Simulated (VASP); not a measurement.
Here is a VASP 6.6.1 calculation.

The input POSCAR:

```
MnPt2
1.0
    2.8584044518      0.0000000000      0.0000000000
   -1.4292022259      2.4754508696      0.0000000000
    0.0000000000      0.0000000000      6.5325040000
Pt Mn
2 1
Direct
    0.6666666667      0.3333333333      0.3162060000
    0.3333333333      0.6666666667      0.6837940000
    0.0000000000      0.0000000000      0.0000000000
```

Contents of INCAR.step1:

```
PREC = Accurate
ENCUT = 600
EDIFF = 1E-8
ISMEAR = -1
SIGMA = 0.05
LREAL = F
LASPH = T
NELM = 150
ALGO = Fast
ISIF = 3
LWAVE = F
LCHARG = F
ISPIN = 2
MAGMOM = 0 0 4
LORBIT = 11
LMAXMIX = 4
GGA = PE
IBRION = 2
NSW = 40
EDIFFG = -0.002
KPAR = 2
```

The input INCAR.step2:

```
PREC = Accurate
ENCUT = 600
EDIFF = 1E-8
ISMEAR = -1
SIGMA = 0.05
LREAL = F
LASPH = T
NELM = 150
ALGO = Fast
ISIF = 2
LWAVE = F
LCHARG = F
ISPIN = 2
MAGMOM = 0 0 4
LORBIT = 11
LMAXMIX = 4
GGA = PE
IBRION = 6
NFREE = 2
POTIM = 0.015
NSW = 1
KPAR = 2
```

KPOINTS

```
Automatic mesh
0
Gamma
  12 12 4
```

Potentials or basis: VASP PAW PBE potentials, release 64 (Pt, Mn_pv).

Command:

```bash
$ cat potpaw_PBE.64/Pt/POTCAR potpaw_PBE.64/Mn_pv/POTCAR > POTCAR
$ cp INCAR.step1 INCAR
$ mpirun -np 2 vasp_std > vasp.out
$ cp CONTCAR POSCAR
$ cp INCAR.step2 INCAR
$ mpirun -np 2 vasp_std > vasp.out
```

(1) Predict the highest phonon frequency at Γ, LO-TO splitting left out.

(2) Estimate the relaxed volume.

## Answers

(1) 262 cm⁻¹.

(2) 15.32 Å³/atom.
